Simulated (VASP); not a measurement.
Write the native input for VASP 6.6.1 that does the following.

- Task: optical spectrum
- Functional: PBE
- Potentials or basis: VASP PAW PBE potentials, release 64 (Ta_pv, As, Au, O)
- Cutoff: 520 eV
- k mesh: 6 × 5 × 3
- Occupations: fermi-dirac, width 0.05 eV
- Spin: no spin polarisation
- Further INCAR settings: ALGO = Normal; EDIFF = 1e-06; NBANDS = 117

The structure of Ta3AsAu2O13 lies in POSCAR:

```
Ta3AsAu2O13
1.0
    5.4020100000     -0.0007700000     -0.0016200000
   -2.0172000000      5.6075800000     -0.0028400000
   -0.7182200000     -1.8635300000      8.4419600000
Ta As Au O
3 1 2 13
Direct
    0.3738600000      0.5888500000      0.5983100000
    0.4623600000      0.2662700000      0.1868900000
    0.7083000000      0.8674600000      0.0276100000
    0.9787700000      0.9823600000      0.6537100000
    0.1038800000      0.5399800000      0.1723700000
    0.6630200000      0.3202200000      0.8052200000
    0.0619600000      0.0357700000      0.1415800000
    0.9818200000      0.0145700000      0.8513000000
    0.1115200000      0.2705500000      0.6150800000
    0.1602700000      0.8119900000      0.5836400000
    0.4305500000      0.5336000000      0.0677700000
    0.9117100000      0.6127500000      0.9808100000
    0.6040600000      0.1575400000      0.9862600000
    0.5556500000      0.9871300000      0.2098400000
    0.3075600000      0.4547300000      0.3500600000
    0.7966800000      0.5055600000      0.2865900000
    0.6638000000      0.8813100000      0.5510600000
    0.4714500000      0.7175100000      0.8174200000
    0.6527900000      0.4518400000      0.6144900000
```

The cell was built by a generator and needn't be a form met in nature.

The input as run:

INCAR

```
ALGO = Normal
CSHIFT = 0.1
EDIFF = 1E-6
ENCUT = 520
GGA = PE
ISIF = 2
ISMEAR = -1
KPAR = 4
LASPH = True
LCHARG = False
LOPTICS = True
LREAL = False
LWAVE = False
NBANDS = 117
NEDOS = 2000
NELM = 100
PREC = Accurate
SIGMA = 0.05
```

KPOINTS

```
k-points
0
Gamma
  6 5 3
```

Potentials or basis: VASP PAW PBE potentials, release 64 (Ta_pv, As, Au, O).

Run with:

```bash
$ cat potpaw_PBE.64/Ta_pv/POTCAR potpaw_PBE.64/As/POTCAR potpaw_PBE.64/Au/POTCAR potpaw_PBE.64/O/POTCAR > POTCAR
$ mpirun -np 4 vasp_std > vasp.out
```

Results of the run:

| Property | Result |
| --- | --- |
| Pressure | 1.0 GPa |
| Largest force | 0.402 eV/Å |
| Band gap on the k mesh | 0.51 eV, indirect (least direct gap 0.58 eV) |

Caveat: spectra need much finer meshes, so this one isn't converged; independent-particle spectra lack excitons; spin-orbit coupling is left out, which moves the levels of the heavy elements; an odd mesh through Γ misses points on the zone boundary, where band edges often lie.

Wall time 6.4 min on 4 MPI ranks on Intel(R) Xeon(R) Platinum 8375C CPU @ 2.90GHz (Ice Lake) (shared host), peak memory 2.3 GiB a rank.
